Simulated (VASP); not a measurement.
Input of a VASP 6.6.1 run:

INCAR

```
SYSTEM = Mo2Pb
PREC     = Accurate       ! precision mode
ENCUT    = 520            ! plane-wave cutoff, eV
EDIFF    = 1E-6           ! SCF threshold, eV
ISMEAR   = 0              ! smearing method
SIGMA    = 0.1            ! smearing width, eV
LREAL    = .False.        ! projectors in reciprocal space
LASPH    = .True.         ! aspherical terms in the spheres
NELM     = 100            ! most SCF steps
ALGO     = Normal         ! electronic algorithm
ISIF     = 2              ! what is computed and relaxed
LWAVE    = .False.        ! write WAVECAR
LCHARG   = .False.        ! write CHGCAR
GGA      = PE             ! functional
NBANDS   = 51             ! bands
```

Contents of KPOINTS:

```
regular mesh
0
Gamma
  4 4 4
  0 0 0
```

File POSCAR:

```
Mo2Pb
1.0
    5.1455470698      0.0000000000      0.0000000000
    0.0000000000      5.1455470698      0.0000000000
    0.0000000000      0.0000000000      5.1455470698
Mo Pb
4 2
Direct
    0.2500000000      0.2500000000      0.2500000000
    0.2500000000      0.7500000000      0.7500000000
    0.7500000000      0.7500000000      0.2500000000
    0.7500000000      0.2500000000      0.7500000000
    0.0000000000      0.0000000000      0.0000000000
    0.5000000000      0.5000000000      0.5000000000
```

Potentials or basis: VASP PAW PBE potentials, release 64 (Mo_sv, Pb_d).

Launch:

```sh
$ cat potpaw_PBE.64/Mo_sv/POTCAR potpaw_PBE.64/Pb_d/POTCAR > POTCAR
$ mpirun -np 1 vasp_std > vasp.out
```

(1) What does it give for the band gap on the k mesh?

(2) What does it give for the pressure?

## Answers

(1) none (metal or under the smearing width).

(2) 54.1 GPa.

Caveat: a pressure of tens of GPa on the cell as given is suspect, and the run, the potentials or the cell itself is likely at fault.
